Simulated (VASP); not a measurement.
Computed with PBE GGA + U (Dudarev), VASP's PBE PAW potentials (set 64) (plane waves; VASP 6.6.1).

Input for VASP

### INCAR
```
! general
SYSTEM     =  VAs
PREC       =  Accurate
ENCUT      =  400   ! plane-wave cut-off (eV)
LREAL      =  .FALSE.
LASPH      =  .TRUE.   ! aspherical one-centre terms

! electronic loop
EDIFF      =  1E-6
NELM       =  100   ! most electronic steps
ALGO       =  Normal   ! blocked Davidson
LMAXMIX    =  4   ! l cut-off of mixed one-centre charges

! smearing
ISMEAR     =  0   ! Gaussian
SIGMA      =  0.05   ! width (eV)

! functional
GGA        =  PE

! spin
ISPIN      =  2   ! spin-polarised
MAGMOM     =  2*2.0 2*0.0

! DFT+U
LDAU       =  .TRUE.
LDAUTYPE   =  2
LDAUL      =  2 -1
LDAUU      =  2.0 0
LDAUJ      =  0 0
LDAUPRINT  =  1

! ions
ISIF       =  2   ! forces and stress, cell fixed

! output
LWAVE      =  .FALSE.
LCHARG     =  .FALSE.
LORBIT     =  10
```

KPOINTS:
```
Automatic
0
Gamma
5 5 3
```

POSCAR:
```
VAs
1
    3.2336870000    -2.3631320000     0.0000000000
    3.2336870000     2.3631320000     0.0000000000
   -1.1737100000     0.0000000000     6.9838620000
V As
2 2
Direct
  0.0000000000   0.5000000000   0.0000000000
  0.5000000000   0.0000000000   0.5000000000
  0.5816000000   0.4184000000   0.2500000000
  0.4184000000   0.5816000000   0.7500000000
```

POTCAR, in this order: V_sv As (PBE.64 set). Program: vasp_std.

**Question.** What does the run give for the energy per atom (σ→0), cell moment, pressure, largest force, band gap (on the k-mesh)?

**Answer.** 
| Property | Value |
|---|---|
| energy per atom (σ→0) | -5.580 eV/atom |
| cell moment | 4.20 μB |
| band gap (on the k-mesh) | none (metal, semimetal or under 0.01 eV) |
| pressure | -9.30 GPa |
| largest force | 0.303 eV/Å |

File OSZICAR:
```
...
DAV:  30    -0.223220560443E+02   -0.16649E-04   -0.38181E-04  3248   0.680E-02    0.139E-02
DAV:  31    -0.223220568301E+02   -0.78581E-06   -0.53086E-04  3184   0.818E-02    0.139E-02
DAV:  32    -0.223220731290E+02   -0.16299E-04   -0.80310E-04  3224   0.968E-02    0.125E-02
DAV:  33    -0.223220907728E+02   -0.17644E-04   -0.27733E-04  2992   0.578E-02    0.888E-03
DAV:  34    -0.223221081768E+02   -0.17404E-04   -0.24381E-05  2336   0.253E-02    0.370E-03
DAV:  35    -0.223221104942E+02   -0.23174E-05   -0.13073E-05  2392   0.142E-02    0.236E-03
DAV:  36    -0.223221111209E+02   -0.62665E-06   -0.59626E-06  1784   0.880E-03
   1 F= -.22322111E+02 E0= -.22320743E+02  d E =-.273554E-02  mag=     4.1964
```

The structure was generated: VAs was put into the tenorite type (C2/c), which need not be its known phase. The cell was not relaxed at this level. The k-mesh is coarse (spacing up to 0.33 per Å, 2π included), so the numbers may not be converged in it. The run is one of a series of settings (LDAU = .TRUE., LDAUJ = 0 0, LDAUL = 2 -1, LDAUTYPE = 2, LDAUU = 2.0 0 against the base run), some of them coarse on purpose.
